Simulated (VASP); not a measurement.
Data:

```
AlY2
1.0
    0.00000     4.70935     4.70935
    4.70935     0.00000     4.70935
    4.70935     4.70935     0.00000
Y Al
4 2
Direct
  0.12500   0.12500   0.12500
  0.62500   0.12500   0.12500
  0.12500   0.62500   0.12500
  0.12500   0.12500   0.62500
  0.75000   0.75000   0.75000
  0.50000   0.50000   0.50000
```

Computed with PBE GGA, VASP's PBE PAW potentials (set 64) (plane waves; VASP 6.6.1). Run with 300 eV cut-off, 5×5×5 Γ-centred mesh, Gaussian smearing of 0.20 eV, potentials Y_sv Al.

Question: Give the energies of bands 17 to 29 at the high-symmetry points, in eV from the Fermi level.

Answer: 
| band | Γ | X | U | L | W |
|---|---|---|---|---|---|
| 17 | -5.69 | -4.31 | -4.38 | -4.75 | -4.25 |
| 18 | -2.76 | -4.31 | -4.17 | -4.12 | -4.25 |
| 19 | -2.60 | -1.98 | -2.75 | -2.76 | -2.50 |
| 20 | -1.43 | -1.98 | -1.78 | -0.98 | -2.50 |
| 21 | -1.43 | -1.59 | -1.46 | -0.96 | -0.67 |
| 22 | -1.43 | -1.59 | -0.83 | -0.96 | -0.67 |
| 23 | -1.01 | -0.24 | -0.35 | -0.85 | -0.59 |
| 24 | -1.01 | -0.24 | -0.26 | -0.85 | -0.59 |
| 25 | -1.01 | -0.09 | -0.14 | 0.02 | 0.20 |
| 26 | 0.32 | -0.09 | 0.27 | 0.12 | 0.20 |
| 27 | 0.32 | 0.56 | 0.29 | 0.12 | 0.27 |
| 28 | 0.32 | 0.56 | 0.68 | 0.43 | 0.27 |
| 29 | 0.37 | 1.29 | 0.72 | 1.17 | 0.90 |

It has no gap at this level: it comes out as a metal or semimetal.

The structure was generated: Y2Al was put into an ordered model structure, which need not be its known phase. The cell was not relaxed at this level.
